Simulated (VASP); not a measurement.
Data:

```
Bi
1.0
    4.21224    -2.32761    -0.01659
    4.21224     2.32761    -0.01659
    2.94110     0.00000     3.80932
Bi
2
Direct
  0.23589   0.23589   0.23589
  0.76411   0.76411   0.76411
```

Level of theory: PBE GGA with D3 dispersion (zero damping), VASP's PBE PAW potentials (set 64) (plane waves; VASP). Numerical set-up: 520 eV cut-off, 10×10×10 Γ-centred mesh, first-order Methfessel-Paxton smearing of 0.10 eV, potentials Bi_d.

### Question
The ions and cell shape at fixed volume are relaxed. Give the cell that the relaxation ends in.

### Answer

```
Bi
1.0
    4.27763    -2.30664     0.01790
    4.27763     2.30664     0.01790
    3.01795     0.00000     3.80933
Bi
2
Cartesian
  2.69247   0.00000   0.89456
  8.88076   0.00000   2.95058
```
Space group R-3m (166), at a tolerance of 0.03 Å.

### Question
How much energy does the relaxation gain?

### Answer
The energy (σ→0) changes by -5.2 meV/atom, in 6 ionic steps.

The compound is Bi in the a7 structure. This cell is one point of a volume scan, at 1.06 of the reference volume. Symmetry was kept, so distortions that lower it aren't found.
